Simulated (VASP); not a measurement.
Consider the following.

```
O2Si
1.0
    4.20526     0.00000     0.00000
    0.00000     4.20526     0.00000
    0.00000     0.00000     2.69510
Si O
2 4
Direct
  0.00000   0.00000   0.00000
  0.50000   0.50000   0.50000
  0.30595   0.30595   0.00000
  0.80595   0.19405   0.50000
  0.19405   0.80595   0.50000
  0.69405   0.69405   0.00000
```

Level of theory: optB86b-vdW, VASP's PBE PAW potentials (set 64) (plane waves; VASP). Run with 520 eV cut-off, Gaussian smearing of 0.050 eV, potentials Si O.

Q: What does the run give for the band gap (along the path) with the smallest direct gap where there is one?

A: 
The band gap (along the path) comes out as 5.31 eV and the smallest direct gap (along the path) is 5.31 eV.

The absolute energy has meaning only against runs of the same code, potentials and settings.

The compound is SiO2 in the rutile structure, stishovite, a high-pressure form. It was relaxed first.
